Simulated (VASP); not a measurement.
Given:

```xyz
3
Lattice="1.8897 -3.2730 0.0000 1.8897 3.2730 0.0000 0.0000 0.0000 6.5160" Properties=species:S:1:pos:R:3 pbc="T T T"
Sn     0.0000     0.0000     0.0000
Se     1.8897     1.0910     1.5517
Se     1.8897    -1.0910     4.9643
```

The numbers are results of MS2 meta-GGA, VASP's PBE PAW potentials (set 64) (plane waves; VASP), not measurements. Run with 520 eV cut-off, 7×7×4 Γ-centred mesh, Gaussian smearing of 0.050 eV, potentials Sn_d Se.

Problem. The ions and cell shape at fixed volume are relaxed. Give the cell that the relaxation ends in.

Solution. 
```xyz
3
Lattice="1.9043 -3.2984 0.0000 1.9043 3.2984 0.0000 0.0000 0.0000 6.4163" Properties=species:S:1:pos:R:3 pbc="T T T"
Sn     0.0000     0.0000     0.0000
Se     1.9043     1.0995     1.5688
Se     1.9043    -1.0995     4.8474
```
Space group P-3m1 (164), at a tolerance of 0.03 Å.

Problem. How much energy does the relaxation gain?

Solution. The energy (σ→0) changes by -4.9 meV/atom, in 9 ionic steps.

```csv
step,E(σ→0) (eV),max force (eV/Å),pressure (GPa),volume (Å³)
1,-10.3250,0.305,2.07,80.60
2,-10.3324,0.152,1.47,80.60
3,-10.3346,0.073,1.16,80.60
4,-10.3355,0.083,0.55,80.60
5,-10.3357,0.017,0.81,80.60
6,-10.3389,0.005,0.56,80.60
7,-10.3395,0.000,0.46,80.60
8,-10.3395,0.009,0.26,80.60
9,-10.3397,0.004,0.38,80.60
```

The compound is SnSe2 in the 1T layered structure. This cell is one point of a volume scan, at 0.97 of the reference volume. Symmetry was kept, so distortions that lower it aren't found.
